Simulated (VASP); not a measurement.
A cell of NiAl (CsCl type) near equilibrium:

```yaml
crystal:
  lattice:
    - [2.86280, 0.00000, 0.00000]
    - [0.00000, 2.86280, 0.00000]
    - [0.00000, 0.00000, 2.86280]
  atoms:
    - { symbol: Al, position: [0.50000, 0.50000, 0.50000] }
    - { symbol: Ni, position: [0.00000, 0.00000, 0.00000] }
```

These are PBEsol GGA, VASP's PBE PAW potentials (set 64) (plane waves; VASP) values and carry that method's errors.

```
run               ΔE (meV/atom)   σxx   σyy   σzz  largest shear component, with its sign (GPa)  largest force (eV/Å)
----------------  -------------  ----  ----  ----  --------------------------------------------  --------------------
as it is                    0.0  0.05  0.05  0.05                                          0.00                 0.000
after one change           62.1  1.35  3.54  3.54                                          0.00                 1.243
```
Stress is in GPa, positive when the cell is compressed.

Task: Name the change that produced these shifts.
(A) isotropic strain of +4.0 %
(B) atom 2 (Ni) moved by 0.200 Å along y
(C) isotropic strain of -3.0 %
(D) atom 1 (Al) moved by -0.200 Å along x

Result: D, atom 1 (Al) moved by -0.200 Å along x

The compound is NiAl in the CsCl type structure. The run is not spin-polarised, so no magnetic state was tried. The electron count is odd and the run is not spin-polarised, which forces a metal.
